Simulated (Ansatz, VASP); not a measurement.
# BaZrO3 in two plane-wave programs, part 2 of 2

One calculation is typed for both programs; each brings its own data sets and cutoff. How far apart do they land?

VASP 6.6.1 and Ansatz 0.2.0.

So far: The structure; Ansatz: dielectric response, LDA.

The database entry behind the starting cell differs from later determinations by our own check (0.1 to 0.3 % short, probably kX units), so it need not match the best structure at ambient conditions.

## 3. VASP: dielectric response, LDA

Level of this step: LDA; plane waves and PAW (Ba_sv_GW, Zr_sv, O) (VASP).

The same cell, functional (in two slightly different forms) and mesh now go to VASP, with its own data sets and cutoff.

Lines of VASP's logs that name or quote its potential files are left out, and so is its time.

Input file INCAR:

```
SYSTEM = BaZrO3
PREC = Accurate
ENCUT = 520
EDIFF = 1E-08
NELM = 120
ISMEAR = 0
SIGMA = 0.02
LREAL = .FALSE.
ALGO = Normal
GGA = CA
NBANDS = 26
LASPH = .TRUE.
LWAVE = .FALSE.
LCHARG = .FALSE.
KPAR = 12
LEPSILON = .TRUE.
```

Input file POSCAR:

```
BaZrO3
1.0
    4.1815000000      0.0000000000      0.0000000000
    0.0000000000      4.1815000000      0.0000000000
    0.0000000000      0.0000000000      4.1815000000
Ba Zr O
1 1 3
Direct
    0.5000000000      0.5000000000      0.5000000000
    0.0000000000      0.0000000000      0.0000000000
    0.5000000000      0.0000000000      0.0000000000
    0.0000000000      0.5000000000      0.0000000000
    0.0000000000      0.0000000000      0.5000000000
```

Input file KPOINTS:

```
Automatic mesh
0
Gamma
6 6 6
0 0 0
```

Potentials, in the order of the species: Ba_sv_GW, Zr_sv and O (LDA family, release 64).

Run with:

```sh
> mpirun -np 12 vasp_std
```

Numbers of over 12 decimals in the logs are rounded to 6 here.

What it wrote:

```text
[banner, memory and clock lines left out]
running   12 mpi-ranks, on    1 nodes
 distrk:  each k-point on    1 cores,   12 groups
 distr:  one band on    1 cores,    1 groups

 POSCAR found type information on POSCAR BaZrO
 POSCAR found :  3 types and       5 ions
|                                                                             |
|           W    W    AA    RRRRR   N    N  II  N    N   GGGG   !!!           |
|           W    W   A  A   R    R  NN   N  II  NN   N  G    G  !!!           |
|           W    W  A    A  R    R  N N  N  II  N N  N  G       !!!           |
|           W WW W  AAAAAA  RRRRR   N  N N  II  N  N N  G  GGG   !            |
|           WW  WW  A    A  R   R   N   NN  II  N   NN  G    G                |
|           W    W  A    A  R    R  N    N  II  N    N   GGGG   !!!           |
|                                                                             |
|     For optimal performance we recommend to set                             |
|       NCORE = 2 up to number-of-cores-per-socket                            |
|     NCORE specifies how many cores store one orbital (NPAR=cpu/NCORE).      |
|     This setting can greatly improve the performance of VASP for DFT.       |
|     The default, NCORE=1 might be grossly inefficient on modern             |
|     multi-core architectures or massively parallel machines. Do your        |
|     Unfortunately you need to use the default for GW and RPA                |
|     calculations (for HF NCORE is supported but not extensively tested      |
|     yet).                                                                   |
|                                                                             |

 LDA part: xc-table for (Slater(with rela. corr.)+CA(PZ))
 , standard interpolation
 POSCAR, INCAR and KPOINTS ok, starting setup
 FFT: planning ... GRIDC
 FFT: planning ... GRID_SOFT
 FFT: planning ... GRID
 WAVECAR not read
 entering main loop
       N       E                     dE             d eps       ncg     rms          rms(c)
DAV:   1     0.530741283324E+03    0.53074E+03   -0.18979E+04  1040   0.156E+03
DAV:   2    -0.601733691402E+01   -0.53676E+03   -0.52455E+03  1472   0.415E+02
DAV:   3    -0.551840824748E+02   -0.49167E+02   -0.47267E+02  1442   0.161E+02
DAV:   4    -0.575550960668E+02   -0.23710E+01   -0.23656E+01  1844   0.301E+01
DAV:   5    -0.576150570907E+02   -0.59961E-01   -0.59898E-01  1452   0.396E+00    0.310E+01
DAV:   6    -0.490047272749E+02    0.86103E+01   -0.47393E+01  1190   0.441E+01    0.130E+01
DAV:   7    -0.488731461833E+02    0.13158E+00   -0.48613E+00  1696   0.150E+01    0.202E+01
DAV:   8    -0.488553079643E+02    0.17838E-01   -0.75766E-02  1520   0.164E+00    0.191E+01
DAV:   9    -0.487636351629E+02    0.91673E-01   -0.89992E-02  1260   0.254E+00    0.533E+00
DAV:  10    -0.487542383075E+02    0.93969E-02   -0.28818E-02  1420   0.135E+00    0.108E+00
DAV:  11    -0.487540790931E+02    0.15921E-03   -0.11999E-03  1724   0.232E-01    0.101E+00
DAV:  12    -0.487537611500E+02    0.31794E-03   -0.20690E-03  1462   0.316E-01    0.104E+00
DAV:  13    -0.487537289687E+02    0.32181E-04   -0.21468E-04  1656   0.110E-01    0.587E-01
DAV:  14    -0.487537272861E+02    0.16827E-05   -0.57515E-06  1536   0.152E-02    0.481E-01
DAV:  15    -0.487537208038E+02    0.64823E-05   -0.19975E-05  1492   0.315E-02    0.571E-02
DAV:  16    -0.487537205996E+02    0.20416E-06   -0.10624E-06  1598   0.758E-03    0.280E-02
DAV:  17    -0.487537204284E+02    0.17127E-06   -0.72161E-07  1636   0.556E-03    0.298E-02
DAV:  18    -0.487537204159E+02    0.12422E-07   -0.82413E-08  1646   0.197E-03    0.246E-02
DAV:  19    -0.487537204032E+02    0.12737E-07   -0.26718E-08   946   0.119E-03    0.313E-03
DAV:  20    -0.487537204029E+02    0.32742E-09   -0.43534E-09   642   0.609E-04
   1 F= -.48753720E+02 E0= -.48753720E+02  d E =-.679011E-30
 Linear response reoptimize wavefunctions to high precision
DAV:   1    -0.487537204031E+02   -0.26694E-09   -0.31112E-09   792   0.433E-04
DAV:   2    -0.487537204033E+02   -0.16098E-09   -0.75408E-10   634   0.278E-04
DAV:   3    -0.487537204034E+02   -0.50022E-10   -0.50445E-10   604   0.200E-04
 Linear response G [H, r] |phi>, progress :
  Direction:   1
       N       E                     dE             d eps       ncg     rms
RMM:   1    -0.147643898067E+03   -0.14764E+03    0.98237E+02  2340   0.156E+02
RMM:   2    -0.138038492045E+03    0.96054E+01   -0.37871E+01  1953   0.346E+01
RMM:   3    -0.139322318504E+03   -0.12838E+01   -0.76974E+00  2133   0.943E+00
RMM:   4    -0.139585960643E+03   -0.26364E+00   -0.18736E+00  2374   0.372E+00
RMM:   5    -0.139640478110E+03   -0.54517E-01   -0.46008E-01  2364   0.157E+00
RMM:   6    -0.139653071876E+03   -0.12594E-01   -0.13030E-01  2481   0.694E-01
[...]
RMM:  14    -0.879559336666E+00   -0.36186E-07   -0.40117E-06  1848   0.152E-03
RMM:  15    -0.879559371650E+00   -0.34984E-07   -0.38403E-06  1751   0.140E-03
RMM:  16    -0.879559380513E+00   -0.88632E-08   -0.34087E-06  1710   0.132E-03
RMM:  17    -0.879559390239E+00   -0.97254E-08   -0.34082E-06  1625   0.127E-03
RMM:  18    -0.879559391240E+00   -0.10014E-08   -0.32647E-06  1597   0.123E-03
RMM:  19    -0.879559395001E+00   -0.37614E-08   -0.33228E-06  1582   0.121E-03
[...]
N       E                     dE             d eps       ncg     rms          rms(c)
RMM:   1    -0.782690404989E+00   -0.78269E+00   -0.30475E+00  4034   0.549E+00
RMM:   2    -0.828801764402E+00   -0.46111E-01   -0.10012E-01  3983   0.126E+00    0.398E+00
RMM:   3    -0.808025156971E+00    0.20777E-01   -0.40270E-02  3679   0.100E+00    0.234E+00
RMM:   4    -0.828124189391E+00   -0.20099E-01   -0.33597E-02  3774   0.107E+00    0.242E-01
RMM:   5    -0.829025135132E+00   -0.90095E-03   -0.77523E-03  4172   0.374E-01    0.114E-01
RMM:   6    -0.832302835770E+00   -0.32777E-02   -0.18604E-03  4413   0.147E-01    0.619E-02
RMM:   7    -0.832465099321E+00   -0.16226E-03   -0.63181E-04  4494   0.626E-02    0.216E-02
RMM:   8    -0.832755943181E+00   -0.29084E-03   -0.16700E-04  4585   0.309E-02    0.117E-02
RMM:   9    -0.832783992426E+00   -0.28049E-04   -0.87925E-05  4635   0.157E-02    0.448E-03
RMM:  10    -0.832776298864E+00    0.76936E-05   -0.28689E-05  4622   0.924E-03    0.239E-03
RMM:  11    -0.832808966957E+00   -0.32668E-04   -0.18940E-05  4772   0.532E-03    0.127E-03
RMM:  12    -0.832805942117E+00    0.30248E-05   -0.73939E-06  4722   0.319E-03    0.945E-04
RMM:  13    -0.832812125964E+00   -0.61838E-05   -0.56923E-06  4680   0.235E-03    0.322E-04
RMM:  14    -0.832812444159E+00   -0.31820E-06   -0.33394E-06  4730   0.169E-03    0.343E-04
RMM:  15    -0.832814157359E+00   -0.17132E-05   -0.31042E-06  4586   0.143E-03    0.122E-04
RMM:  16    -0.832814306939E+00   -0.14958E-06   -0.23349E-06  4286   0.121E-03    0.144E-04
RMM:  17    -0.832814964380E+00   -0.65744E-06   -0.24532E-06  4163   0.111E-03    0.551E-05
RMM:  18    -0.832815597480E+00   -0.63310E-06   -0.21093E-06  4187   0.105E-03    0.473E-05
RMM:  19    -0.832815124029E+00    0.47345E-06   -0.23017E-06  3765   0.101E-03    0.527E-05
RMM:  20    -0.832815435737E+00   -0.31171E-06   -0.20214E-06  3554   0.979E-04    0.117E-05
RMM:  21    -0.832815526082E+00   -0.90345E-07   -0.22395E-06  3490   0.964E-04    0.399E-06
 change of polarisation eV/A/(eV/A) component  1 :     1.587    -0.199    -0.174
 dielectric tensor                  component  1 :     4.929    -0.493    -0.431
 Linear response to external field, progress :
  Direction:   2
       N       E                     dE             d eps       ncg     rms          rms(c)
RMM:   1    -0.783841513124E+00   -0.78384E+00   -0.30590E+00  4040   0.549E+00
RMM:   2    -0.828832679026E+00   -0.44991E-01   -0.10044E-01  3980   0.126E+00    0.398E+00
RMM:   3    -0.808058554236E+00    0.20774E-01   -0.40427E-02  3688   0.100E+00    0.234E+00
RMM:   4    -0.828144409377E+00   -0.20086E-01   -0.33599E-02  3772   0.107E+00    0.242E-01
RMM:   5    -0.829043909051E+00   -0.89950E-03   -0.76929E-03  4169   0.374E-01    0.114E-01
RMM:   6    -0.832349832104E+00   -0.33059E-02   -0.18559E-03  4411   0.147E-01    0.625E-02
RMM:   7    -0.832482584243E+00   -0.13275E-03   -0.62154E-04  4491   0.627E-02    0.207E-02
RMM:   8    -0.832804594061E+00   -0.32201E-03   -0.16496E-04  4590   0.307E-02    0.118E-02
RMM:   9    -0.832809395961E+00   -0.48019E-05   -0.84847E-05  4618   0.156E-02    0.452E-03
RMM:  10    -0.832805537699E+00    0.38583E-05   -0.27840E-05  4618   0.919E-03    0.237E-03
RMM:  11    -0.832841078752E+00   -0.35541E-04   -0.18502E-05  4776   0.535E-03    0.125E-03
RMM:  12    -0.832836296526E+00    0.47822E-05   -0.80220E-06  4695   0.326E-03    0.118E-03
RMM:  13    -0.832843263302E+00   -0.69668E-05   -0.66776E-06  4643   0.242E-03    0.396E-04
RMM:  14    -0.832843727694E+00   -0.46439E-06   -0.39226E-06  4743   0.174E-03    0.342E-04
RMM:  15    -0.832844884778E+00   -0.11571E-05   -0.39852E-06  4588   0.147E-03    0.185E-04
RMM:  16    -0.832845697253E+00   -0.81247E-06   -0.31578E-06  4347   0.126E-03    0.108E-04
RMM:  17    -0.832846331743E+00   -0.63449E-06   -0.32705E-06  4207   0.117E-03    0.156E-05
RMM:  18    -0.832846398601E+00   -0.66858E-07   -0.30369E-06  3684   0.109E-03    0.649E-06
 change of polarisation eV/A/(eV/A) component  2 :    -0.199     1.587    -0.174
 dielectric tensor                  component  2 :    -0.493     4.928    -0.431
 Linear response to external field, progress :
  Direction:   3
       N       E                     dE             d eps       ncg     rms          rms(c)
RMM:   1    -0.782842473640E+00   -0.78284E+00   -0.30491E+00  4024   0.549E+00
RMM:   2    -0.828768847975E+00   -0.45926E-01   -0.10042E-01  3971   0.126E+00    0.399E+00
RMM:   3    -0.808025255174E+00    0.20744E-01   -0.40342E-02  3668   0.100E+00    0.234E+00
RMM:   4    -0.828098846469E+00   -0.20074E-01   -0.33599E-02  3772   0.107E+00    0.242E-01
RMM:   5    -0.829031125179E+00   -0.93228E-03   -0.77134E-03  4150   0.373E-01    0.113E-01
RMM:   6    -0.832313689463E+00   -0.32826E-02   -0.18314E-03  4391   0.145E-01    0.628E-02
RMM:   7    -0.832454824830E+00   -0.14114E-03   -0.62919E-04  4474   0.619E-02    0.208E-02
RMM:   8    -0.832751911945E+00   -0.29709E-03   -0.16854E-04  4579   0.304E-02    0.116E-02
RMM:   9    -0.832782246801E+00   -0.30335E-04   -0.89756E-05  4623   0.154E-02    0.448E-03
RMM:  10    -0.832774974499E+00    0.72723E-05   -0.29668E-05  4598   0.913E-03    0.250E-03
RMM:  11    -0.832807432912E+00   -0.32458E-04   -0.19399E-05  4767   0.525E-03    0.116E-03
RMM:  12    -0.832805024912E+00    0.24080E-05   -0.81465E-06  4705   0.314E-03    0.938E-04
RMM:  13    -0.832811520813E+00   -0.64959E-05   -0.65232E-06  4664   0.235E-03    0.332E-04
RMM:  14    -0.832811327261E+00    0.19355E-06   -0.40673E-06  4689   0.170E-03    0.377E-04
[...]
RMM:  24    -0.832814513813E+00   -0.33412E-07   -0.25637E-06  3319   0.951E-04    0.113E-05
RMM:  25    -0.832814509715E+00    0.40980E-08   -0.27796E-06  3280   0.949E-04    0.126E-05
RMM:  26    -0.832814515816E+00   -0.61018E-08   -0.25850E-06  3237   0.947E-04    0.142E-05
RMM:  27    -0.832814516139E+00   -0.32241E-09   -0.27734E-06  3208   0.945E-04    0.144E-05
RMM:  28    -0.832814504862E+00    0.11277E-07   -0.25958E-06  3169   0.944E-04    0.186E-05
RMM:  29    -0.832814507253E+00   -0.23911E-08   -0.27578E-06  3154   0.944E-04    0.186E-05
RMM:  30    -0.832814513001E+00   -0.57474E-08   -0.26040E-06  3130   0.943E-04    0.194E-05
RMM:  31    -0.832814514339E+00   -0.13379E-08   -0.27588E-06  3103   0.943E-04    0.194E-05
 change of polarisation eV/A/(eV/A) component  3 :    -0.138    -0.235     1.587
 dielectric tensor                  component  3 :    -0.342    -0.582     4.928
 Born effective charges drift removed
```

OUTCAR, selected parts (step 3):

```text
ion  position               nearest neighbor table
   1  0.500  0.500  0.500-   2 3.62   2 3.62   2 3.62   2 3.62   2 3.62   2 3.62   2 3.62   2 3.62

  LATTYP: Found a simple cubic cell.
 ALAT       =     4.1815000000

 Subroutine GETGRP returns: Found 48 space group operations
 (whereof 48 operations were pure point group operations)

The static configuration has the point symmetry O_h .

 Found     20 irreducible k-points:

   k-points           NKPTS =     20   k-points in BZ     NKDIM =     20   number of bands    NBANDS=     26

   dimension x,y,z NGX =    32 NGY =   32 NGZ =   32
   dimension x,y,z NGXF=    64 NGYF=   64 NGZF=   64

   ENCUT  =  520.0 eV  38.22 Ry    6.18 a.u.   7.77  7.77  7.77*2*pi/ulx,y,z

   NELECT =      40.0000    total number of electrons

 k-points in reciprocal lattice and weights: Automatic mesh
   0.00000000  0.00000000  0.00000000       0.005
   0.16666667  0.00000000  0.00000000       0.028
   0.33333333  0.00000000  0.00000000       0.028
   0.50000000  0.00000000  0.00000000       0.014
   0.16666667  0.16666667  0.00000000       0.056
   0.33333333  0.16666667  0.00000000       0.111
   0.50000000  0.16666667  0.00000000       0.056
   0.33333333  0.33333333  0.00000000       0.056
   0.50000000  0.33333333  0.00000000       0.056
[...]
0.50000000  0.50000000  0.33333333       0.028
   0.50000000  0.50000000  0.50000000       0.005

 average (electrostatic) potential at core
       1 -69.8153       2 -76.5094       3 -69.0804       4 -69.0804       5 -69.0804

  Total       -1.6666523     -1.6666523     -1.6666523      0.0000000      0.0000000     -0.0000000
  in kB      -36.5223973    -36.5223973    -36.5223973      0.0000000      0.0000000     -0.0000000
  external PRESSURE =     -36.5223973 kB  Pullay stress =       0.0000000 kB

  energy-cutoff  :      520.00
  volume of cell :       73.11
      direct lattice vectors                 reciprocal lattice vectors
     4.181500000  0.000000000  0.000000000     0.239148631  0.000000000  0.000000000
     0.000000000  4.181500000  0.000000000     0.000000000  0.239148631  0.000000000
     0.000000000  0.000000000  4.181500000     0.000000000  0.000000000  0.239148631

 POSITION                                       TOTAL-FORCE (eV/Angst)
 -----------------------------------------------------------------------------------
      2.09075      2.09075      2.09075         0.000000      0.000000      0.000000
      0.00000      0.00000      0.00000         0.000000      0.000000      0.000000
      2.09075      0.00000      0.00000         0.000000      0.000000      0.000000
      0.00000      2.09075      0.00000         0.000000      0.000000      0.000000
      0.00000      0.00000      2.09075         0.000000      0.000000      0.000000
 -----------------------------------------------------------------------------------
    total drift:                                0.000000      0.000000     -0.000000

 MACROSCOPIC STATIC DIELECTRIC TENSOR (including local field effects in DFT)
 ------------------------------------------------------
           4.928490     0.000000     0.000000
           0.000000     4.928490     0.000000
          -0.000000    -0.000000     4.928490
 ------------------------------------------------------

 PIEZOELECTRIC TENSOR (including local field effects)  for field in x, y, z        (C/m^2)
          XX          YY          ZZ          XY          YZ          ZX
  --------------------------------------------------------------------------------
  x     0.00000     0.00000     0.00000     0.00000     0.00000     0.00000
  y     0.00000     0.00000     0.00000     0.00000     0.00000     0.00000
  z     0.00000     0.00000     0.00000     0.00000     0.00000     0.00000

 BORN EFFECTIVE CHARGES (including local field effects) (in |e|, cummulative output)
 ---------------------------------------------------------------------------------
 ion    1
    1     2.73918     0.00000     0.00000
    2     0.00000     2.73918    -0.00000
    3    -0.00000    -0.00000     2.73918
 ion    2
    1     6.10948    -0.00000     0.00000
    2    -0.00000     6.10948     0.00000
    3     0.00000     0.00000     6.10948
 ion    3
    1    -4.80476    -0.00000    -0.00000
    2    -0.00000    -2.02195     0.00000
    3     0.00000     0.00000    -2.02195
 ion    4
    1    -2.02195     0.00000     0.00000
    2    -0.00000    -4.80476     0.00000
    3     0.00000    -0.00000    -2.02195
 ion    5
    1    -2.02195     0.00000     0.00000
    2     0.00000    -2.02195     0.00000
    3    -0.00000    -0.00000    -4.80476
```

Energies printed during the response cycles are not total energies of the cell.

## 4. Differences

Known differences besides the potentials themselves: the two LDA forms differ slightly; VASP's response is taken on the typed mesh, Ansatz refines its own for the field response alone; the cutoff is 420 eV in Ansatz and 520 eV in VASP; VASP's log shows a relativistic correction to its local exchange, Ansatz's none. Total energies have different zeros and are not compared.

Compared:

| quantity | Ansatz | VASP | difference |
| --- | --- | --- | --- |
| ε∞ xx | 4.91 | 4.93 | -0.38 % |
| ε∞ yy | 4.91 | 4.93 | -0.38 % |
| ε∞ zz | 4.91 | 4.93 | -0.38 % |
| Born charge of Ba1 (mean of the diagonal) (e) | 2.73 | 2.74 | 0.00 |
| Born charge of Zr2 (mean of the diagonal) (e) | 6.09 | 6.11 | -0.02 |
| Born charge of O3 (mean of the diagonal) (e) | -2.94 | -2.95 | +0.01 |

## 5. Summary of results

```
difference in ε∞ xx (dielectric response, LDA) : -0.38 %
```

In words: The difference in ε∞ xx is -0.38 % (dielectric response, LDA), within the 5 % picked in this series as the mark of a large difference. How closely two codes agree says nothing of how well the functional describes the real material.

[Lines on the potential files, build, host, timing and source positions are cut from VASP's logs without a mark.]

[Logs are printed without paths, hosts, clocks, repeated set-up lines and the standing remarks that a program may print on its own settings, such as how far it seeks lower states.]

[Hosts, paths, dates, database ids (printed as entryN), source tags and the programs' standing remarks are cut or masked in the printed files.]
